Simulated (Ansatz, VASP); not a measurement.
**LiMgF3 in two plane-wave programs**

One calculation is typed for both programs; each brings its own data sets. How far apart do they land? The cell is generated by rule, not measured, and may not be a known phase. The two relaxations start from unlike cells of this crystal (the structure described is Ansatz's start), so only their ends are compared.

Program: Ansatz 0.2.0. Level of theory: plane waves, with VASP 6.6.1 beside it; PBEsol. Results are calculated unless marked as measured.

The structure was built from a prototype and need not be the compound's stable phase.

### 1. Set-up

It takes space group P4/mbm (No. 127, tetragonal). The conventional cell has a = 5.064 Å, b = 5.064 Å, c = 3.581 Å, α = 90.00°, β = 90.00°, γ = 90.00°. Mg has 8 F at 2.15 to 2.53 Å nearest. Nearest to Li lie 6 F at 1.79 to 1.89 Å. F has 2 Li at 1.79 Å and 4 Mg at 2.53 Å nearest. F has 2 Li at 1.89 Å and 2 Mg at 2.15 Å nearest. Farther neighbours and most contacts between anions are not listed.

Structure file:

```cif
data_structure
_symmetry_space_group_name_H-M 'P 1'
_symmetry_Int_Tables_number 1
_cell_length_a 3.5810
_cell_length_b 5.0642
_cell_length_c 5.0642
_cell_angle_alpha 90.000
_cell_angle_beta 90.000
_cell_angle_gamma 90.000
_cell_volume 91.84
loop_
_atom_site_label
_atom_site_type_symbol
_atom_site_fract_x
_atom_site_fract_y
_atom_site_fract_z
_atom_site_occupancy
Mg1 Mg 0.00000 0.00000 0.00000 1
Mg2 Mg 0.00000 0.50000 0.50000 1
Li3 Li 0.50000 0.00000 0.50000 1
Li4 Li 0.50000 0.50000 0.00000 1
F5 F 0.00000 0.00000 0.50000 1
F6 F 0.00000 0.50000 0.00000 1
F7 F 0.50000 0.83378 0.83378 1
F8 F 0.50000 0.16622 0.16622 1
F9 F 0.50000 0.66622 0.33378 1
F10 F 0.50000 0.33378 0.66622 1
```

### 2. VASP: relaxation of cell and atoms, PBEsol

The relaxed volume is the usual yardstick between codes: in a stiff, nearly cubic crystal its relative difference is about their pressure difference at one cell divided by the bulk modulus.

Lines of VASP's logs that name or quote its potential files are left out, and so is its time.

The input, INCAR:

```
SYSTEM = LiMgF3
PREC = Accurate
ENCUT = 750
EDIFF = 1E-07
NELM = 120
ISMEAR = 0
SIGMA = 0.01
LREAL = .FALSE.
ALGO = Normal
GGA = PS
NBANDS = 36
LORBIT = 11
LWAVE = .FALSE.
LCHARG = .FALSE.
ISIF = 3
IBRION = 2
NSW = 80
EDIFFG = -0.005
LASPH = .TRUE.
GGA_COMPAT = .FALSE.
NELMIN = 4
EFERMI = MIDGAP
KPAR = 2
```

The input, POSCAR:

```
LiMgF3
1.0
   -3.4356563773      0.0000000000      0.0000000000
    0.0000000000     -3.7126761144     -3.7126761144
    0.0000000000     -3.7126761144      3.7126761144
Mg Li F
2 2 6
Direct
    0.0000000000      0.0000000000      0.0000000000
    0.0000000000      0.5000000000      0.5000000000
    0.5000000000      0.0000000000      0.5000000000
    0.5000000000      0.5000000000      0.0000000000
    0.0000000000      0.0000000000      0.5000000000
    0.0000000000      0.5000000000      0.0000000000
    0.5000000000      0.8417752639      0.8417752639
    0.5000000000      0.1582247361      0.1582247361
    0.5000000000      0.6582247361      0.3417752639
    0.5000000000      0.3417752639      0.6582247361
```

The input, KPOINTS:

```
Automatic mesh
0
Gamma
6 4 4
0 0 0
```

Potentials, in the order of the species: Mg, Li_sv and F (PBE family, release 64).

Started as:

```console
> mpirun -np 2 vasp_std
```

Numbers of over 12 decimals in the logs are rounded to 6 here.

What it wrote:

```text
[banner, memory and clock lines left out]
running    2 mpi-ranks, on    1 nodes
 distrk:  each k-point on    1 cores,    2 groups
 distr:  one band on    1 cores,    1 groups

 POSCAR found type information on POSCAR MgLiF
 POSCAR found :  3 types and      10 ions
|                                                                             |
|               ----> ADVICE to this user running VASP <----                  |
|                                                                             |
|     You enforced a specific xc type in the INCAR file but a different       |
|     [... a line on the potential file left out ...]
|     I HOPE YOU KNOW WHAT YOU ARE DOING!                                     |
|                                                                             |

 LDA part: xc-table for (Slater+PW92), standard interpolation
 POSCAR, INCAR and KPOINTS ok, starting setup
 FFT: planning ... GRIDC
 FFT: planning ... GRID_SOFT
 FFT: planning ... GRID
 WAVECAR not read
 entering main loop
       N       E                     dE             d eps       ncg     rms          rms(c)
DAV:   1     0.454047085897E+03    0.45405E+03   -0.35311E+04  1792   0.195E+03
DAV:   2    -0.213025694312E+02   -0.47535E+03   -0.45789E+03  2012   0.422E+02
DAV:   3    -0.504805468744E+02   -0.29178E+02   -0.29064E+02  2268   0.999E+01
DAV:   4    -0.542111829147E+02   -0.37306E+01   -0.37251E+01  3216   0.177E+01
DAV:   5    -0.542350998853E+02   -0.23917E-01   -0.23916E-01  2112   0.215E+00    0.116E+01
DAV:   6    -0.497697658051E+02    0.44653E+01   -0.12674E+01  1952   0.206E+01    0.401E+00
DAV:   7    -0.494881322611E+02    0.28163E+00   -0.41849E-01  2336   0.335E+00    0.256E+00
DAV:   8    -0.493347083088E+02    0.15342E+00   -0.26595E-01  2056   0.360E+00    0.494E-01
DAV:   9    -0.493326426200E+02    0.20657E-02   -0.16515E-02  2376   0.894E-01    0.216E-01
DAV:  10    -0.493330930769E+02   -0.45046E-03   -0.25941E-03  1972   0.319E-01    0.939E-02
DAV:  11    -0.493332270021E+02   -0.13393E-03   -0.62047E-04  1980   0.206E-01    0.285E-02
DAV:  12    -0.493332217486E+02    0.52535E-05   -0.75832E-05  2264   0.831E-02    0.846E-03
DAV:  13    -0.493332239065E+02   -0.21579E-05   -0.16459E-05  1912   0.301E-02    0.554E-03
DAV:  14    -0.493332238945E+02    0.12050E-07   -0.25209E-06  1960   0.150E-02    0.776E-04
DAV:  15    -0.493332239211E+02   -0.26617E-07   -0.26363E-07  1564   0.381E-03
   1 F= -.49333224E+02 E0= -.49333224E+02  d E =-.493332E+02
[...]
2 F= -.49333311E+02 E0= -.49333311E+02  d E =-.874311E-04
[...]
3 F= -.49333374E+02 E0= -.49333374E+02  d E =-.150092E-03
[...]
4 F= -.49333378E+02 E0= -.49333378E+02  d E =-.154461E-03
 curvature:  -1.48 expect dE=-0.789E-04 dE for cont linesearch -0.878E-09
 trial: gam= 0.50764 g(F)=  0.289E-04 g(S)=  0.245E-04 ort =-0.251E-06 (trialstep = 0.138E+01)
 search vector abs. value=  0.804E-04
 bond charge predicted
       N       E                     dE             d eps       ncg     rms          rms(c)
DAV:   1    -0.493334697737E+02   -0.91325E-04   -0.31959E-02  1728   0.117E+00    0.785E-02
DAV:   2    -0.493334531292E+02    0.16644E-04   -0.53291E-04  1912   0.143E-01    0.443E-02
DAV:   3    -0.493334203808E+02    0.32748E-04   -0.29747E-05  2248   0.415E-02    0.950E-03
DAV:   4    -0.493334190440E+02    0.13369E-05   -0.51022E-06  1968   0.151E-02    0.239E-03
DAV:   5    -0.493334190703E+02   -0.26316E-07   -0.16591E-07  1368   0.334E-03
   5 F= -.49333419E+02 E0= -.49333419E+02  d E =-.406882E-04
 trial-energy change:   -0.000041  1 .order   -0.000041   -0.000073   -0.000009
 step:   1.5814(harm=  1.5700)  dis= 0.00099  next Energy=   -49.333420 (dE=-0.413E-04)
 reached required accuracy - stopping structural energy minimisation
```

OUTCAR, selected parts (step 2):

```text
ion  position               nearest neighbor table
   1  0.000  0.000  0.000-   7 2.08   8 2.08   7 2.08   8 2.08   5 2.63   6 2.63   5 2.63   6 2.63

  LATTYP: Found a simple tetragonal cell.
 ALAT       =     5.2505169137
 C/A-ratio  =     0.6543463118

 Subroutine GETGRP returns: Found 16 space group operations
 (whereof  8 operations were pure point group operations)

The static configuration has the point symmetry D_2h.
 The point group associated with its full space group is D_4h.

 Found     24 irreducible k-points:

   k-points           NKPTS =     24   k-points in BZ     NKDIM =     24   number of bands    NBANDS=     36

   dimension x,y,z NGX =    32 NGY =   48 NGZ =   48
   dimension x,y,z NGXF=    64 NGYF=   96 NGZF=   96

   ENCUT  =  750.0 eV  55.12 Ry    7.42 a.u.   7.67 11.72 11.72*2*pi/ulx,y,z

   NELECT =      52.0000    total number of electrons

 k-points in reciprocal lattice and weights: Automatic mesh
   0.00000000  0.00000000  0.00000000       0.010
   0.16666667  0.00000000  0.00000000       0.021
   0.33333333  0.00000000  0.00000000       0.021
   0.50000000  0.00000000  0.00000000       0.010
   0.00000000  0.25000000  0.00000000       0.042
   0.16666667  0.25000000  0.00000000       0.083
   0.33333333  0.25000000  0.00000000       0.083
   0.50000000  0.25000000  0.00000000       0.042
   0.00000000  0.50000000  0.00000000       0.021
[...]
0.33333333  0.50000000  0.50000000       0.021
   0.50000000  0.50000000  0.50000000       0.010

 average (electrostatic) potential at core
       1 -38.6322       2 -38.6322       3 -59.1170       4 -59.1170       5 -76.0891
       6 -76.0891       7 -76.4719       8 -76.4719       9 -76.4719      10 -76.4719

 E-fermi :   2.2400

 k-point     1 :       0.0000    0.0000    0.0000
  band No.  band energies     occupation
    ...
     22      -1.0593      2.00000
     23      -0.6692      2.00000
     24      -0.6692      2.00000
     25      -0.4147      2.00000
     26      -0.4147      2.00000
     27       4.8380      0.00000
     28       8.9061      0.00000
     29      10.0814      0.00000
     30      10.0814      0.00000
     31      12.3227      0.00000
    ...

 k-point     2 :       0.1667    0.0000    0.0000
  band No.  band energies     occupation
    ...
     22      -1.0442      2.00000
     23      -0.8190      2.00000
     24      -0.8190      2.00000
     25      -0.4367      2.00000
     26      -0.4367      2.00000
     27       5.5149      0.00000
     28       8.9346      0.00000
     29      10.2773      0.00000
     30      10.2773      0.00000
     31      12.5605      0.00000
    ...

 k-point     3 :       0.3333    0.0000    0.0000
  band No.  band energies     occupation
    ...
     22      -0.7504      2.00000
     23      -0.7504      2.00000
     24      -0.6791      2.00000
     25      -0.4555      2.00000
     26      -0.4555      2.00000
     27       7.0126      0.00000
     28       8.7527      0.00000
     29      10.7414      0.00000
     30      10.7414      0.00000
     31      12.3497      0.00000
    ...

  Total        0.0129041      0.0019068      0.0019068      0.0000000     -0.0000000      0.0000000
  in kB        0.2177645      0.0321790      0.0321790      0.0000000     -0.0000000      0.0000000
  external PRESSURE =       0.0940408 kB  Pullay stress =       0.0000000 kB

  energy-cutoff  :      750.00
  volume of cell :       94.94
      direct lattice vectors                 reciprocal lattice vectors
    -3.432312015  0.000000000  0.000000000    -0.291348804  0.000000000  0.000000000
     0.000000000 -3.718923789 -3.718923789     0.000000000 -0.134447498 -0.134447498
     0.000000000 -3.718923789  3.718923789     0.000000000 -0.134447498  0.134447498

 POSITION                                       TOTAL-FORCE (eV/Angst)
 -----------------------------------------------------------------------------------
      0.00000     -3.71892      3.71892        -0.000000     -0.000000      0.000000
      0.00000     -3.71892      0.00000        -0.000000     -0.000000      0.000000
     -1.71616     -1.85946      1.85946        -0.000000     -0.000000      0.000000
     -1.71616     -5.57839      1.85946        -0.000000     -0.000000      0.000000
      0.00000     -1.85946      1.85946        -0.000000     -0.000000      0.000000
      0.00000     -5.57839      1.85946        -0.000000     -0.000000      0.000000
     -1.71616     -6.26207      0.00000        -0.000000     -0.004384      0.000000
     -1.71616     -1.17578      0.00000         0.000000      0.004384      0.000000
     -1.71616     -3.71892     -1.17578         0.000000     -0.000000      0.004384
     -1.71616     -3.71892      1.17578        -0.000000     -0.000000     -0.004384
 -----------------------------------------------------------------------------------
    total drift:                               -0.000000     -0.000000      0.000000

  FREE ENERGIE OF THE ION-ELECTRON SYSTEM (eV)
  ---------------------------------------------------
  free  energy   TOTEN  =       -49.3334190703 eV

  energy  without entropy=      -49.3334190703  energy(sigma->0) =      -49.33341907

 reached required accuracy - stopping structural energy minimisation

 total charge
# of ion       s       p       d       tot
------------------------------------------
    1        0.097   0.101   0.043   0.242
    2        0.097   0.101   0.043   0.242
    3        2.037   0.088   0.000   2.126
    4        2.037   0.088   0.000   2.126
    5        1.728   4.399   0.000   6.127
    6        1.728   4.399   0.000   6.127
    7        1.726   4.398   0.000   6.124
    8        1.726   4.398   0.000   6.124
    9        1.726   4.398   0.000   6.124
   10        1.726   4.398   0.000   6.124
--------------------------------------------------
tot         14.630  26.768   0.086  41.484

[... 3 further parts left out ...]
```

(Continued in part 2 of 2.)

[Lines on the potential files, build, host, timing and source positions are cut from VASP's logs without a mark.]

[Logs are printed without paths, hosts, clocks, repeated set-up lines and the standing remarks that a program may print on its own settings, such as how far it seeks lower states.]

[Hosts, paths, dates, database ids (printed as entryN), source tags and the programs' standing remarks are cut or masked in the printed files.]
